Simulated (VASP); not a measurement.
Given:

```yaml
crystal:
  lattice:
    - [1.54500, -2.67602, 0.00000]
    - [1.54500, 2.67602, 0.00000]
    - [0.00000, 0.00000, 3.52000]
  atoms:
    - { symbol: Mg, position: [0.00000, 0.00000, 0.00000] }
    - { symbol: B, position: [0.33333, 0.66667, 0.50000] }
    - { symbol: B, position: [0.66667, 0.33333, 0.50000] }
```

Computed with PBE GGA, VASP's PBE PAW potentials (set 64) (plane waves; VASP). Run with LREAL = Auto, 520 eV cut-off, 10×10×8 Γ-centred mesh, first-order Methfessel-Paxton smearing of 0.10 eV, potentials Mg B.

Question: Give the stress tensor in GPa (positive for a compressed cell).

Answer: 
```
-1.68   0.00   0.00
 0.00  -1.68   0.00
 0.00   0.00  -1.38
```
The pressure is its mean diagonal, -1.58 GPa.

The compound is MgB2 in the AlB2 type structure. The cell was not relaxed at this level. The run is one of a series of settings (LREAL = Auto against the base run), some of them coarse on purpose.
